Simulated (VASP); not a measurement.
Runs of VASP 6.6.1 on Al. Symmetry: Fm-3m, No. 225, cubic system. The conventional cell has a = 4.050 Å, b = 4.050 Å, c = 4.050 Å, α = 90.00°, β = 90.00°, γ = 90.00°. Al (site symmetry m-3m) is surrounded by 12 Al at 2.86 Å. 

| task | cell | gap on the mesh (eV) | pressure (GPa) |
| --- | --- | --- | --- |
| single point | a relaxed cell with its volume scaled by 0.97 | none | 2.5 |
| single point | a relaxed cell with its volume scaled by 1.03 | none | -2.1 |
| relaxation of cell and atoms | relaxed | none | 0.0 |
| single point | a relaxed cell with its volume scaled by 1.09 | none | (b) |
| single point | a relaxed cell with its volume scaled by 1.06 | none | -3.9 |
| single point | a relaxed cell with its volume scaled by 0.94 | none | (a) |
| single point | Fm-3m, 16.47 Å³/atom | none | 0.0 |

Alike in all rows: level PBE; potentials or basis VASP PAW PBE potentials, release 64 (Al); no spin polarisation; k mesh 24 × 24 × 24; cutoff (eV) 520; smearing gaussian 0.1 eV.

Task: Estimate the missing entries.

Result: (a) 5.5; (b) -5.4.

A gap of «none» marks a metal or a gap under the smearing width.
